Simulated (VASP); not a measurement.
VASP runs on NbC (rock salt) share one base input (PBE GGA, plane waves, VASP's PBE PAW potentials (set 64)) and change the settings named in each case.

### INCAR
```
! general
SYSTEM   =  NbC
PREC     =  Accurate
ENCUT    =  520
LREAL    =  .False.   ! projection in real space or not
LASPH    =  .True.   ! aspherical one-centre terms

! electronic loop
EDIFF    =  1E-6
NELM     =  100   ! most electronic steps
ALGO     =  Normal   ! blocked Davidson
LMAXMIX  =  4

! smearing
ISMEAR   =  1
SIGMA    =  0.1   ! width (eV)

! functional
GGA      =  PE   ! PBE

! ions
ISIF     =  2

! output
LWAVE    =  .False.
LCHARG   =  .False.
```

KPOINTS:
```
Automatic
0
G
13 13 13
0 0 0
```

File POSCAR:
```
NbC
3.1607670
  0.0000000000   0.7071068510   0.7071068510
  0.7071068510   0.0000000000   0.7071068510
  0.7071068510   0.7071068510   0.0000000000
Nb C
1 1
Direct
  0.0000000000   0.0000000000   0.0000000000
  0.5000000000   0.5000000000   0.5000000000
```

POTCAR, in this order: Nb_sv C (PBE.64 set). Program: vasp_std.

```json
[
 {"change": "base run", "irreducible k-points": "84"},
 {"change": "ISYM = 0", "irreducible k-points": "1099"},
 {"change": "ISYM = 1", "irreducible k-points": "84"},
 {"change": "SYMPREC = 1E-3", "irreducible k-points": "84"}
]
```

Left out are runs that ran out of time, are held back, or changed the cell or the kind of run, fixed moments of cells without a moment, rows past the twelfth, gaps on odd meshes, pressures of charged cells and columns that move by less than the noise.

The compound is NbC in the rock salt structure. The cell was not relaxed at this level. The electron count is odd and the run is not spin-polarised, which forces a metal.
